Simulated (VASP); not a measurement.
Calculation: optB86b-vdW, VASP's PBE PAW potentials (set 64) (plane waves; VASP 6.6.1).

A VASP calculation is set up with these files.

File POSCAR:
```
LiCl
1
    0.0000000000     2.5700000000     2.5700000000
    2.5700000000     0.0000000000     2.5700000000
    2.5700000000     2.5700000000     0.0000000000
Li Cl
1 1
Direct
  0.0000000000   0.0000000000   0.0000000000
  0.5000000000   0.5000000000   0.5000000000
```

**INCAR**
```
# general
SYSTEM    =  LiCl
PREC      =  Accurate
ENCUT     =  520
LREAL     =  F
LASPH     =  T

# electronic loop
EDIFF     =  1E-6
NELM      =  100
ALGO      =  Normal

# smearing
ISMEAR    =  0
SIGMA     =  0.05

# functional
GGA       =  MK
LUSE_VDW  =  T
AGGAC     =  0.0
PARAM1    =  0.1234
PARAM2    =  1.0

# ions
IBRION    =  2
NSW       =  60
ISIF      =  3
EDIFFG    =  -0.01

# output
LWAVE     =  F
LCHARG    =  F
```

### KPOINTS
```
Automatic mesh
0
Gamma
8 8 8
0 0 0
```

POTCAR, in this order: Li_sv Cl (PBE.64 set). Program: vasp_std.

Energy and stress use the plane-wave basis of the starting cell.

Question: Predict the energy per atom (σ→0), volume per atom, band gap (on the k-mesh).

Answer: 
```yaml
energy per atom (σ→0): -2.492 eV/atom
band gap (on the k-mesh): 6.50 eV
volume_per_atom: 16.52 Å³/atom
```

**OSZICAR**
```
...
DAV:   1    -0.499302328591E+01   -0.88764E-02   -0.16479E-01   522   0.307E+00    0.611E-01
DAV:   2    -0.498564231433E+01    0.73810E-02   -0.19734E-02   648   0.993E-01    0.211E-01
DAV:   3    -0.498478918580E+01    0.85313E-03   -0.36107E-03   542   0.391E-01    0.130E-01
DAV:   4    -0.498480023382E+01   -0.11048E-04   -0.10157E-04   868   0.103E-01    0.243E-02
DAV:   5    -0.498480577573E+01   -0.55419E-05   -0.13336E-05   657   0.350E-02    0.817E-03
DAV:   6    -0.498480423084E+01    0.15449E-05   -0.49061E-07   382   0.935E-03    0.270E-03
DAV:   7    -0.498480425156E+01   -0.20722E-07   -0.13569E-07   261   0.381E-03
   3 F= -.49848043E+01 E0= -.49848043E+01  d E =-.275939E-02
```

The compound is LiCl in the rock salt structure. This run relaxes it. Symmetry was kept, so distortions that lower it aren't found.
